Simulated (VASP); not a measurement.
Output of a VASP run:

File OUTCAR:
```
 ion  position               nearest neighbor table
   1  0.221  0.110  0.249-  38 1.98  46 1.98  50 1.99  37 1.99  33 3.23  10 3.23   2 3.23  25 3.23
                             5 3.24  14 3.24   9 3.25  16 3.25  12 3.25   4 3.25  17 3.26  13 3.27
   2  0.111  0.222  1.000-  62 1.98  43 1.99  39 1.99  38 1.99  27 3.23   7 3.23   5 3.23   3 3.23
                             1 3.23  25 3.23  26 3.25  14 3.25  34 3.25  18 3.25  10 3.25   6 3.25
   3  0.222  0.111  0.750-  40 1.98  48 1.98  39 1.99  52 2.00   4 3.23   2 3.23  12 3.23  16 3.23
                            10 3.23  14 3.23   7 3.24  27 3.24  35 3.24  19 3.25  11 3.25  15 3.25
   4  0.110  0.221  0.501-  40 1.98  60 1.98  37 1.99  41 1.99   3 3.23  27 3.23  28 3.23   7 3.23
                            36 3.23  25 3.25   5 3.25   1 3.25  20 3.25  12 3.25  16 3.25   8 3.26
   5  0.221  0.443  0.249-  38 1.97  42 1.98  53 1.99  41 1.99  29 3.23   2 3.23  25 3.23   6 3.23
                             1 3.24  18 3.24   9 3.25   4 3.25  20 3.25   8 3.26  17 3.26  21 3.27
   6  0.111  0.556  1.000-  47 1.98  66 1.99  43 1.99  42 1.99  11 3.23   7 3.23  29 3.23  31 3.23
                             9 3.23   5 3.23  10 3.24  22 3.24  30 3.24  18 3.24   2 3.25  26 3.25
   7  0.222  0.444  0.750-  40 1.98  44 1.98  43 1.99  55 2.00  20 3.23   2 3.23   4 3.23   8 3.23
                             6 3.23  18 3.23   3 3.24  31 3.24  27 3.24  19 3.25  11 3.25  23 3.26
   8  0.112  0.557  0.501-  44 1.98  45 1.98  64 2.00  41 2.00  11 3.23  12 3.23  20 3.23  24 3.23
                            32 3.23  31 3.23   7 3.23   9 3.25  29 3.25  28 3.26   4 3.26   5 3.26
   9  0.222  0.777  0.249-  42 1.98  46 1.98  57 1.98  45 1.99   6 3.23  22 3.24  10 3.24  24 3.24
                             8 3.25  33 3.25  12 3.25  13 3.25  29 3.25   1 3.25   5 3.25  21 3.25
  10  0.111  0.889  1.000-  47 1.98  70 1.99  39 1.99  46 1.99  11 3.23   1 3.23  35 3.23  33 3.23
                             3 3.23   9 3.24  22 3.24   6 3.24  14 3.24  30 3.24   2 3.25  34 3.25
  11  0.222  0.778  0.751-  47 1.98  59 1.99  44 1.99  48 1.99   8 3.23  10 3.23  24 3.23  22 3.23
                            12 3.23   6 3.23  35 3.25  15 3.25   3 3.25  23 3.25   7 3.25  31 3.25
  12  0.112  0.888  0.501-  48 1.98  45 1.98  68 2.00  37 2.00  11 3.23   8 3.23  24 3.23  32 3.23
                            35 3.23   3 3.23  16 3.23   9 3.25   1 3.25  33 3.25   4 3.25  36 3.25
  13  0.556  0.110  0.249-  61 1.98  57 1.98  50 1.99  49 1.99  21 3.23  26 3.23  22 3.23  25 3.23
                            29 3.24  14 3.24   9 3.25  16 3.25  28 3.25  24 3.25  17 3.26   1 3.27
  14  0.444  0.222  1.000-  39 1.97  51 1.98  54 1.98  50 2.01  17 3.17  19 3.22  15 3.23   3 3.23
                             1 3.24  13 3.24  10 3.24  22 3.24   2 3.25  26 3.25  30 3.25  18 3.25
  15  0.556  0.111  0.750-  63 1.98  59 1.98  51 1.99  52 2.00  28 3.23  24 3.23  26 3.23  16 3.23
                            22 3.23  14 3.23  31 3.24  23 3.24  27 3.24  19 3.25  11 3.25   3 3.25
  16  0.444  0.220  0.500-  52 1.97  37 1.97  49 1.97  15 3.23   3 3.23  24 3.23  12 3.23   1 3.25
                            13 3.25  19 3.25  28 3.25   4 3.25  32 3.27  20 3.28  17 3.31
  17  0.556  0.444  0.242-  65 1.95  53 1.95  50 1.95  14 3.17  30 3.18  18 3.18  33 3.25  21 3.26
                            13 3.26   5 3.26   1 3.26  29 3.26  16 3.31  32 3.32  20 3.33
  18  0.444  0.556  1.000-  58 1.97  43 1.97  54 1.98  53 2.01  17 3.18  19 3.22  23 3.23   7 3.23
                            21 3.24   5 3.24  22 3.24   6 3.24  34 3.24   2 3.25  14 3.25  30 3.25
  19  0.556  0.444  0.751-  52 1.98  55 1.98  67 1.98  54 1.99  18 3.22  14 3.22  30 3.22   3 3.25
                            15 3.25  31 3.25  35 3.25  23 3.25   7 3.25  20 3.25  32 3.25  16 3.25
  20  0.443  0.557  0.501-  55 1.97  56 1.97  41 1.97   7 3.23   8 3.23  24 3.23  23 3.23  21 3.25
                             5 3.25  19 3.25  36 3.25   4 3.25  16 3.28  32 3.28  17 3.33
  21  0.556  0.779  0.249-  69 1.98  57 1.98  53 1.99  56 1.99  13 3.23  34 3.23  25 3.23  22 3.23
                            18 3.24  33 3.24   9 3.25  20 3.25  36 3.25  17 3.26  24 3.26   5 3.27
  22  0.444  0.889  1.000-  47 1.98  58 1.99  51 1.99  57 1.99  11 3.23  23 3.23  13 3.23  15 3.23
                            21 3.23   9 3.24  10 3.24   6 3.24  14 3.24  18 3.24  26 3.25  34 3.25
  23  0.556  0.778  0.750-  71 1.98  59 1.98  58 1.99  55 2.00  20 3.23  36 3.23  34 3.23  22 3.23
                            24 3.23  18 3.23  27 3.24  15 3.24  35 3.24  19 3.25  11 3.25   7 3.26
  24  0.443  0.888  0.501-  59 1.98  45 1.98  49 2.00  56 2.00  11 3.23  12 3.23   8 3.23  20 3.23
                            15 3.23  23 3.23  16 3.23   9 3.24  13 3.25  28 3.25  21 3.26  36 3.26
  25  0.889  0.111  0.249-  61 1.98  38 1.98  69 1.98  60 1.99  34 3.23   1 3.23  29 3.23  13 3.23
                            21 3.23   5 3.23   2 3.23  33 3.24  26 3.24  36 3.25  28 3.25   4 3.25
  26  0.778  0.222  1.000-  62 1.98  66 1.99  51 1.99  61 1.99  27 3.23  31 3.23  29 3.23  13 3.23
                            15 3.23  25 3.24  30 3.25   2 3.25  14 3.25  34 3.25  22 3.25   6 3.25
  27  0.889  0.111  0.751-  62 1.98  40 1.98  63 1.98  71 1.98   4 3.23  26 3.23  28 3.23  34 3.23
                             2 3.23  36 3.23  23 3.24  31 3.24   3 3.24  35 3.24   7 3.24  15 3.24
  28  0.778  0.221  0.501-  63 1.98  60 1.98  49 1.99  64 1.99  27 3.23   4 3.23  15 3.23  36 3.23
                            31 3.23  25 3.25  29 3.25  13 3.25  32 3.25  24 3.25  16 3.25   8 3.26
  29  0.890  0.443  0.249-  61 1.98  42 1.98  65 1.99  64 1.99   5 3.23  26 3.23   6 3.23  25 3.23
                            13 3.24  30 3.24   9 3.25  28 3.25  32 3.25   8 3.25  17 3.26  33 3.27
  30  0.778  0.555  1.000-  70 1.97  66 1.97  54 1.98  65 2.01  17 3.18  19 3.22  31 3.23  35 3.23
                            33 3.24  29 3.24   6 3.24  10 3.24  26 3.25  34 3.25  14 3.25  18 3.25
  31  0.889  0.444  0.750-  63 1.98  44 1.98  66 1.99  67 2.00  32 3.23  26 3.23  28 3.23   8 3.23
                            30 3.23   6 3.23  15 3.24  27 3.24   7 3.24  19 3.25  11 3.25  35 3.26
  32  0.780  0.556  0.501-  67 1.97  68 1.97  64 1.97   8 3.23  31 3.23  35 3.23  12 3.23  33 3.25
                            29 3.25  19 3.25  36 3.25  28 3.25  16 3.27  20 3.28  17 3.32
  33  0.889  0.779  0.249-  69 1.98  46 1.98  65 1.99  68 1.99   1 3.23  34 3.23  10 3.23  25 3.24
                            30 3.24  21 3.24   9 3.25  32 3.25  12 3.25  36 3.25  17 3.25  29 3.27
  34  0.778  0.889  1.000-  62 1.98  58 1.99  70 1.99  69 1.99  27 3.23  23 3.23  35 3.23  21 3.23
                            33 3.23  25 3.23  18 3.24  30 3.25   2 3.25  26 3.25  10 3.25  22 3.25
  35  0.889  0.778  0.750-  71 1.98  48 1.98  70 1.99  67 2.00  36 3.23  34 3.23  32 3.23  12 3.23
                            10 3.23  30 3.23  27 3.24  23 3.24   3 3.24  11 3.25  19 3.25  31 3.26
  36  0.778  0.890  0.501-  71 1.98  60 1.98  68 1.99  56 1.99  27 3.23  23 3.23  35 3.23  28 3.23
                             4 3.23  25 3.25  21 3.25  33 3.25  20 3.25  32 3.25  12 3.25  24 3.26
  37  0.223  0.112  0.438-  16 1.97   4 1.99   1 1.99  12 2.00
  38  0.111  0.222  0.188-   5 1.97   1 1.98  25 1.98   2 1.99
  39  0.223  0.111  0.938-  14 1.97  10 1.99   2 1.99   3 1.99
  40  0.111  0.222  0.689-   4 1.98   7 1.98   3 1.98  27 1.98
  41  0.223  0.444  0.438-  20 1.97   4 1.99   5 1.99   8 2.00
  42  0.111  0.555  0.188-  29 1.98   5 1.98   9 1.98   6 1.99
  43  0.223  0.445  0.938-  18 1.97   6 1.99   2 1.99   7 1.99
...
```

File OSZICAR:
```
       N       E                     dE             d eps       ncg     rms          rms(c)
DAV:   1    -0.514434008187E+03   -0.51443E+03   -0.22328E+01   712   0.125E+01    0.947E+00
DAV:   2    -0.514593856611E+03   -0.15985E+00   -0.72740E-01   840   0.145E+00    0.647E+00
DAV:   3    -0.514544116864E+03    0.49740E-01   -0.20993E-02   800   0.361E-01    0.377E+00
DAV:   4    -0.514523784914E+03    0.20332E-01   -0.16349E-02   784   0.238E-01    0.213E+00
DAV:   5    -0.514517794650E+03    0.59903E-02   -0.41949E-03   840   0.125E-01    0.118E+00
DAV:   6    -0.514515579533E+03    0.22151E-02   -0.85915E-04   832   0.695E-02    0.656E-01
DAV:   7    -0.514514829400E+03    0.75013E-03   -0.36004E-04   808   0.474E-02    0.363E-01
DAV:   8    -0.514514588961E+03    0.24044E-03   -0.10944E-04   816   0.257E-02    0.201E-01
DAV:   9    -0.514514512899E+03    0.76063E-04   -0.35297E-05   624   0.139E-02    0.111E-01
DAV:  10    -0.514514491711E+03    0.21188E-04   -0.15162E-05   412   0.931E-03    0.604E-02
DAV:  11    -0.514514487547E+03    0.41643E-05   -0.64793E-06   456   0.502E-03
   1 F= -.51451449E+03 E0= -.51451449E+03  d E =-.330929E-14  mag=     1.0000
```

File OUTCAR:
```
------------------------ aborting loop because EDIFF is reached ----------------------------------------
  volume of cell :      866.68
      direct lattice vectors                 reciprocal lattice vectors
     4.868317893 -8.432173817  0.000000000     0.102704879 -0.059296690  0.000000000
     4.868317893  8.432173817  0.000000000     0.102704879  0.059296690  0.000000000
     0.000000000  0.000000000 10.556283981     0.000000000  0.000000000  0.094730305
  FREE ENERGIE OF THE ION-ELECTRON SYSTEM (eV)
  ---------------------------------------------------
  free  energy   TOTEN  =      -514.5144875469 eV

  energy  without entropy=     -514.5144875469  energy(sigma->0) =     -514.51448755

  exchange ACFDT corr.  =         0.00000000  see jH, gK, PRB 81, 115126

 total charge

# of ion       s       p       d       tot
------------------------------------------
    1        1.018   1.391   0.383   2.792
    2        1.017   1.388   0.381   2.785
    3        1.017   1.384   0.379   2.780
    4        1.018   1.389   0.382   2.789
    5        1.018   1.391   0.383   2.792
    6        1.017   1.388   0.381   2.786
    7        1.018   1.385   0.379   2.782
    8        1.023   1.372   0.369   2.765
    9        1.018   1.388   0.381   2.788
   10        1.017   1.388   0.381   2.786
   11        1.018   1.390   0.382   2.790
   12        1.023   1.371   0.369   2.763
   13        1.018   1.391   0.383   2.793
   14        1.017   1.388   0.382   2.787
   15        1.018   1.384   0.379   2.780
   16        1.049   1.257   0.293   2.599
   17        1.041   1.283   0.320   2.643
   18        1.017   1.388   0.382   2.787
   19        1.022   1.389   0.383   2.795
   20        1.049   1.260   0.295   2.604
   21        1.018   1.391   0.383   2.792
   22        1.017   1.388   0.381   2.786
   23        1.018   1.385   0.379   2.781
   24        1.023   1.372   0.369   2.764
   25        1.018   1.390   0.382   2.790
   26        1.017   1.388   0.381   2.786
   27        1.018   1.394   0.383   2.795
   28        1.018   1.390   0.382   2.789
   29        1.018   1.391   0.383   2.793
   30        1.017   1.388   0.382   2.787
   31        1.018   1.385   0.379   2.781
   32        1.049   1.259   0.294   2.602
   33        1.018   1.391   0.383   2.793
   34        1.017   1.388   0.381   2.785
   35        1.018   1.384   0.379   2.781
   36        1.018   1.389   0.382   2.789
   37        1.242   2.426   0.000   3.669
   38        1.236   2.452   0.000   3.688
   39        1.236   2.448   0.000   3.684
   40        1.236   2.452   0.000   3.688
   41        1.242   2.427   0.000   3.669
   42        1.236   2.450   0.000   3.686
   43        1.236   2.449   0.000   3.685
   44        1.237   2.449   0.000   3.685
   45        1.237   2.449   0.000   3.686
   46        1.236   2.450   0.000   3.686
   47        1.236   2.452   0.000   3.688
   48        1.237   2.449   0.000   3.685
   49        1.242   2.427   0.000   3.669
   50        1.239   2.442   0.000   3.680
   51        1.236   2.448   0.000   3.685
   52        1.236   2.442   0.000   3.678
...
```
(Selected blocks of OUTCAR.)

### POSCAR
```
Ga36N35
1
    4.8683178927    -8.4321738171     0.0000000000
    4.8683178927     8.4321738171     0.0000000000
    0.0000000000     0.0000000000    10.5562839806
Ga N
36 35
Direct
  0.2207204733   0.1101181636   0.2493170194
  0.1111214800   0.2220427668   0.9995319485
  0.2218021431   0.1111386521   0.7499514414
  0.1098765472   0.2213754811   0.5011859614
  0.2208191130   0.4430804221   0.2493571402
  0.1112321625   0.5556168224   0.9995298650
  0.2216251074   0.4437582218   0.7502169417
  0.1116066022   0.5566297886   0.5012881959
  0.2222322332   0.7773569440   0.2494618880
  0.1113130831   0.8886710210   0.9995780042
  0.2222214572   0.7777306807   0.7506407327
  0.1115972136   0.8880527419   0.5010964210
  0.5564502630   0.1100962625   0.2493012323
  0.4443563680   0.2218398387   0.9995336301
  0.5560308571   0.1110534290   0.7499709841
  0.4436518991   0.2203926184   0.5003189445
  0.5555965172   0.4439623701   0.2423186579
  0.4443860378   0.5555188705   0.9995300927
  0.5555190431   0.4443137276   0.7512696647
  0.4430111866   0.5565673982   0.5009034425
  0.5564645873   0.7786466093   0.2493254392
  0.4442483119   0.8886417128   0.9995152481
  0.5560949992   0.7782102543   0.7502318724
  0.4430620784   0.8881029052   0.5011295383
  0.8888725189   0.1105949359   0.2493121911
  0.7777637201   0.2219606290   0.9995305409
  0.8888017509   0.1108447210   0.7506506315
  0.7783294492   0.2212876926   0.5010303551
  0.8895186864   0.4430457451   0.2493367924
  0.7780401318   0.5554064695   0.9995180403
  0.8886933055   0.4435993874   0.7500887550
  0.7797787341   0.5562161934   0.5006016816
  0.8894003854   0.7785261009   0.2493101831
  0.7778256859   0.8886317522   0.9995537251
  0.8888830213   0.7780205375   0.7501496944
  0.7781798137   0.8895952586   0.5011431978
  0.2230226671   0.1122503407   0.4381401117
  0.1111115772   0.2218238994   0.1879954985
  0.2230484671   0.1113104456   0.9382793287
  0.1109336082   0.2220750901   0.6886336625
  0.2228375988   0.4437369974   0.4382153023
  0.1111359218   0.5550822583   0.1881919952
  0.2230308984   0.4447434275   0.9384457597
  0.1110243500   0.5554132405   0.6886622460
  0.2220933641   0.7775551173   0.4380274612
  0.1110672371   0.8884899706   0.1881880365
  0.2222771086   0.7776627047   0.9384413128
  0.1110731509   0.8888576103   0.6884999806
  0.5560403713   0.1121540042   0.4380960308
  0.4445200506   0.2219287131   0.1901276579
  0.5551168433   0.1112628764   0.9382985366
  0.4450197317   0.2232704026   0.6870982852
  0.4445577878   0.5549616371   0.1902143338
  0.5556091652   0.4442949350   0.9393814271
  0.4448956165   0.5549253850   0.6875209712
  0.5558660829   0.7767201977   0.4381826350
  0.4445507825   0.8884569489   0.1882227299
  0.5551162605   0.7768455762   0.9384694044
  0.4444737272   0.8887807060   0.6885339899
  0.8888008184   0.1106866233   0.4379508979
  0.7777834470   0.2217399267   0.1880060639
  0.8888927715   0.1108636790   0.9384671100
  0.7777842241   0.2219139531   0.6885290417
  0.8876286365   0.4436425397   0.4381416571
  0.7775918486   0.5548610748   0.1901671611
  0.8886085022   0.4446355454   0.9383726356
  0.7766695503   0.5547919985   0.6873010733
  0.8874419277   0.7765928853   0.4381195807
  0.7778010616   0.8883334876   0.1880331081
  0.8886451935   0.7767450193   0.9384200750
  0.7777886821   0.8886986568   0.6886488037
```

**Question.** Reconstruct the remaining input files.

**Answer.** One answer among several that fit: the input of the run itself, HSE06 screened hybrid, plane waves, VASP's PBE PAW potentials (set 64).

INCAR:
```
LREAL = Auto   ! projection in real space or not
NELMIN = 4
AEXX = 0.25
MAGMOM = 71*0.0141
ENCUT = 400   ! plane-wave cut-off (eV)
HFSCREEN = 0.2   ! 1/Angstrom
LCHARG = F
ISYM = 0
EDIFF = 1E-5   ! SCF stop (eV)
PRECFOCK = Fast
ISIF = 0
LHFCALC = T
GGA = PE
LMAXMIX = 4   ! l cut-off of mixed one-centre charges
NELM = 50
NUPDOWN = 1
ISMEAR = 0   ! Gaussian
LORBIT = 10
LASPH = T
SIGMA = 0.05   ! width (eV)
SYSTEM = Ga36N35
ALGO = Normal   ! blocked Davidson
ISPIN = 2
PREC = Normal
LWAVE = F
```

File KPOINTS:
```
Automatic mesh
0
Gamma
1 1 1
0 0 0
```

POTCAR, in this order: Ga N (PBE.64 set). Program: vasp_gam. Read from the step before: WAVECAR.

The supercell is sampled at Γ alone, which is coarse: total energies, pressure and levels can be off, energies of defects by several tenths of an eV.

The cell is a supercell with a defect, built from GaN (wurtzite): vac_N. The cell's shape comes from a PBE relaxation.
